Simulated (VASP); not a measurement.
Given:

```
MgZnO2
1.0
    1.50289     0.86770     4.87505
   -1.50289     0.86770     4.87505
    0.00000    -1.73539     4.87505
Mg Zn O
1 1 2
Cartesian
  0.00000   0.00000   0.00000
  0.00000   0.00000   7.31258
  0.00000   0.00000   3.69155
  0.00000   0.00000  10.93361
```

Computed with PBEsol GGA, VASP's PBE PAW potentials (set 64) (plane waves; VASP). Run with 520 eV cut-off, Gaussian smearing of 0.050 eV, potentials Mg Zn O.

Task: Give the energies of bands 3 to 15 at the high-symmetry points, in eV from the valence-band maximum.

Result: 
```csv
band,Γ,T,H2,L,S0,F
3,-6.34,-5.29,-5.36,-5.85,-5.42,-6.35
4,-4.86,-4.82,-5.31,-5.13,-5.15,-4.96
5,-4.86,-4.82,-4.98,-4.83,-5.08,-4.77
6,-4.17,-4.16,-4.77,-4.67,-4.66,-4.74
7,-4.17,-4.16,-4.42,-4.09,-4.49,-4.22
8,-3.61,-3.30,-3.55,-3.90,-3.55,-3.90
9,-0.73,-3.06,-3.52,-3.10,-3.50,-3.41
10,-0.73,-1.11,-2.61,-2.78,-2.87,-2.16
11,-0.70,-1.11,-2.60,-1.79,-2.45,-2.11
12,-0.33,0.00,-0.94,-1.19,-0.94,-0.24
13,-0.33,0.00,-0.73,-0.63,-0.76,-0.14
14,2.55,4.88,7.51,7.10,7.59,6.23
15,6.42,5.75,9.13,8.04,9.15,6.40
```

The gap is indirect, 2.55 eV, from the valence maximum at T to the conduction minimum at Γ.

The structure comes from a computed database's MgZnO2 entry (R-3m); how it stands against other phases isn't given here. It was relaxed first.
